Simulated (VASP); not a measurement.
Here is a VASP 6.6.1 calculation.

INCAR

```
PREC = Accurate
ENCUT = 350
EDIFF = 1E-5
ISMEAR = 0
SIGMA = 0.03
LREAL = Auto
LASPH = T
NELM = 120
ALGO = Normal
ISIF = 2
LWAVE = F
LCHARG = F
ISPIN = 2
MAGMOM = 4 0 0 0 0 0 0 0 0 0 0 0 0 0 0 0 0 0 0 0 0 0 0 0
LORBIT = 11
NUPDOWN = 4
LMAXMIX = 4
LDAU = T
LDAUTYPE = 2
LDAUL = 2 -1 -1
LDAUU = 5 0 0
LDAUJ = 0 0 0
LDAUPRINT = 1
GGA = PS
NBANDS = 124
ISYM = 0
```

The input KPOINTS:

```
regular mesh
0
Gamma
  4 4 2
```

Contents of POSCAR:

```
NiW7S16                                 
1.0
    6.3064000000      0.0000000000      0.0000000000
   -3.1532000000      5.4615026064      0.0000000000
    0.0000000000      0.0000000000     12.3230000000
  Ni              W               S             
     1     7    16
Direct
     0.1701332817355870    0.3367371071628597    0.2497707475380092
     0.1712077174670576    0.8353138204680320    0.2496107401845749
     0.6662311402552799    0.3315184008021745    0.2497194118097294
     0.6657642625509990    0.8354948638560767    0.2494660530776278
     0.3312262663253808    0.1661146878536951    0.7495887725706430
     0.3315839703438893    0.6662810607275692    0.7496161577407315
     0.8316546842065533    0.1664608210253066    0.7496070291761051
     0.8312694413199060    0.6660742032887182    0.7495904689427159
     0.1649971400554872    0.3331634754794151    0.6226263373577403
     0.1647810541468371    0.8327379587664699    0.6225860935032375
     0.6643652840212116    0.3324477710535705    0.6225762119600735
     0.6648009094987725    0.8331589800523617    0.6225440574062219
     0.3324799489327017    0.1698684891126848    0.1252932398296472
     0.3333569502708325    0.6657876249598563    0.1241175976010978
     0.8388429492499188    0.1702663574043534    0.1251307862507045
     0.8343651760462265    0.6676934660603617    0.1238904091178751
     0.1650823106300346    0.3331115334508109    0.8765236984076550
     0.1647795872586582    0.8327829263312077    0.8766712638453138
     0.6644403198766640    0.3325788509687826    0.8766353910248179
     0.6649521767907997    0.8331694949705654    0.8766666296518897
     0.3333343104811714    0.1687474775559747    0.3746755236621432
     0.3335285941188227    0.6647003776091645    0.3745640080462436
     0.8392867437387310    0.1697441397854813    0.3739748027267786
     0.8348417806784725    0.6681231112545056    0.3752255685684152
```

Potentials or basis: VASP PAW PBE potentials, release 64 (Ni, W_sv, S).

Command:

```sh
$ cat potpaw_PBE.64/Ni/POTCAR potpaw_PBE.64/W_sv/POTCAR potpaw_PBE.64/S/POTCAR > POTCAR
$ mpirun -np 1 vasp_std > vasp.out
```

(1) Predict the largest force.

(2) What does it give for the pressure?

Answers

(1) 0.064 eV/Å.

(2) 0.4 GPa.

Caveat: the PAW data sets were made with another functional, which shifts forces and pressure a little; the total moment is fixed, so each spin has its own Fermi level.
